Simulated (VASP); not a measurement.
GaN:

```
Ga N
1.0
     3.19000    0.00000    0.00000
    -1.59500    2.76262    0.00000
     0.00000    0.00000    5.18900
Ga N
2 2
Direct
  0.33333 0.66667 0.00000
  0.66667 0.33333 0.50000
  0.33333 0.66667 0.37680
  0.66667 0.33333 0.87680
```

The cell was built by a generator and needn't be a form met in nature.

```yaml
Program: VASP 6.6.1
Task: relaxation of cell and atoms
Functional: PBE
Potentials_or_basis: VASP PAW PBE potentials, release 64 (Ga_d, N)
Cutoff: 600 eV
k_mesh: 10 × 10 × 6
Occupations: fermi-dirac, width 0.05 eV
Spin: no spin polarisation
```

At the start: pressure 5.0 GPa; volume 11.43 Å³/atom.

**Question.** Where does the relaxation end?

**Answer.** Over 3 steps the energy falls by 5.0 meV/atom and the volume is 11.76 Å³/atom (+2.8 %); space group P6_3mc (No. 186, to 0.05 Å).

Step by step:
```csv
step,energy change (eV),largest force (eV/Å),pressure (GPa),volume (Å³)
1,0.0000,0.0062,5.04,45.73
2,-0.0062,0.0080,-3.77,48.15
3,-0.0200,0.0029,0.02,47.03
```

Final structure:
```yaml
crystal:
  lattice:
    - [3.21881, 0.00000, 0.00000]
    - [-1.60940, 2.78757, 0.00000]
    - [0.00000, 0.00000, 5.24105]
  atoms:
    - { symbol: Ga, position: [0.33333, 0.66667, 0.99997] }
    - { symbol: Ga, position: [0.66667, 0.33333, 0.49997] }
    - { symbol: N, position: [0.33333, 0.66667, 0.37683] }
    - { symbol: N, position: [0.66667, 0.33333, 0.87683] }
```
